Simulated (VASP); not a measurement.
```
AlCo
1.0
    2.86000     0.00000     0.00000
    0.00000     2.86000     0.00000
    0.00000     0.00000     2.86000
Al Co
1 1
Direct
  0.50000   0.50000   0.50000
  0.00000   0.00000   0.00000
```

All values below come from LDA (Ceperley-Alder, Perdew-Zunger), VASP's LDA PAW potentials (set 64) (plane waves; VASP). Settings: 400 eV cut-off, 11×11×11 Γ-centred mesh, first-order Methfessel-Paxton smearing of 0.10 eV, potentials Al Co.

Energy and stress use the plane-wave basis of the starting cell.

Task: The ions, cell shape and volume are relaxed. Predict the relaxed structure.

Result: 
```
AlCo
1.0
    2.79378     0.00000     0.00000
    0.00000     2.79378     0.00000
    0.00000     0.00000     2.79378
Al Co
1 1
Direct
  0.50000   0.50000   0.50000
  0.00000   0.00000   0.00000
```
Space group Pm-3m (221), at a tolerance of 0.03 Å.

Task: How do energy and volume change from the first to the last step?

Result: The energy (σ→0) changes by -32.7 meV/atom and the volume by -6.8 %, in 4 ionic steps.

The compound is CoAl in the CsCl type structure. This run relaxes it. Symmetry was kept, so distortions that lower it aren't found. The run is not spin-polarised, so no magnetic state was tried.
